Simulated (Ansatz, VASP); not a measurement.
## Two plane-wave programs on Na2GeO2

```
Na Ge O
1.0
     3.66751    0.00000    0.00000
    -1.83376    3.17616    0.00000
     0.00000    0.00000    6.04592
Na Ge O
2 1 2
Direct
  0.66667 0.33333 0.65136
  0.33333 0.66667 0.34864
  0.00000 0.00000 0.00000
  0.66667 0.33333 0.22170
  0.33333 0.66667 0.77830
```

Change from the starting cell: species swapped into the Ho2SeO2 type (P-3m1, No. 164).

Alike in both runs: functional PBE; k mesh 12 × 12 × 6; occupations gaussian, width 0.02 eV; no spin polarisation.

Ansatz relaxed the structure, and its values are those at the end. VASP's run is a single point on that final structure, the one shown.

```csv
,VASP,Ansatz
version,VASP 6.6.1,Ansatz 0.2.0
potentials or method,"VASP PAW PBE potentials, release 64 (Na_pv, Ge_d, O)","scalar-relativistic, plane waves, PAW"
plane-wave cutoff (eV),520,420
valence electrons in the cell,40,44
```

Ansatz gave:

* gap on the k mesh at the Fermi level (eV): 0.70
* least direct gap on the mesh (eV): 1.52
* pressure (GPa): 0.0
* rms of the force components (eV/Å): 0.001

Question: Estimate VASP's values.

Answer: gap on the k mesh at the Fermi level (eV): 0.69; least direct gap on the mesh (eV): 1.51; pressure (GPa): 0.1; rms of the force components (eV/Å): 0.004.

The two sets of potentials don't hold the same shells in valence.

A k mesh can miss the band edges.
